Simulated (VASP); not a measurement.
Input:

```yaml
crystal:
  lattice:
    - [-1.97763, 1.97763, 8.52962]
    - [1.97763, -1.97763, 8.52962]
    - [1.97763, 1.97763, -8.52962]
  atoms:
    - { symbol: Zr, position: [0.11862, 0.11862, 0.00000] }
    - { symbol: Zr, position: [0.88138, 0.88138, 0.00000] }
    - { symbol: Al, position: [0.50000, 0.00000, 0.50000] }
    - { symbol: Al, position: [0.00000, 0.50000, 0.50000] }
    - { symbol: Al, position: [0.75000, 0.25000, 0.50000] }
    - { symbol: Al, position: [0.25000, 0.75000, 0.50000] }
    - { symbol: Al, position: [0.37487, 0.37487, 0.00000] }
    - { symbol: Al, position: [0.62513, 0.62513, 0.00000] }
```

Level of theory: LDA (Ceperley-Alder, Perdew-Zunger), VASP's LDA PAW potentials (set 64) (plane waves; VASP 6.6.1). Settings: 400 eV cut-off, 12×12×12 Γ-centred mesh, tetrahedra with Blöchl corrections, potentials Zr_sv Al.

The cores are frozen, which limits the accuracy of field gradients.

Problem. Give the principal components of the electric field gradient (V/Å²) and the asymmetry η at each nucleus.

Solution. 
```json
[
 {"atom": "Zr1", "Vxx": "9.9", "Vyy": "9.9", "Vzz": "-19.7", "η": "0.00"},
 {"atom": "Zr2", "Vxx": "9.9", "Vyy": "9.9", "Vzz": "-19.7", "η": "0.00"},
 {"atom": "Al3", "Vxx": "-14.6", "Vyy": "-13.3", "Vzz": "27.9", "η": "0.04"},
 {"atom": "Al4", "Vxx": "-14.6", "Vyy": "-13.3", "Vzz": "27.9", "η": "0.04"},
 {"atom": "Al5", "Vxx": "4.4", "Vyy": "4.4", "Vzz": "-8.9", "η": "0.00"},
 {"atom": "Al6", "Vxx": "4.4", "Vyy": "4.4", "Vzz": "-8.9", "η": "0.00"},
 {"atom": "Al7", "Vxx": "-17.1", "Vyy": "-17.1", "Vzz": "34.3", "η": "0.00"},
 {"atom": "Al8", "Vxx": "-17.1", "Vyy": "-17.1", "Vzz": "34.3", "η": "0.00"}
]
```

The compound is ZrAl3 in the sg139 structure. It was relaxed first.
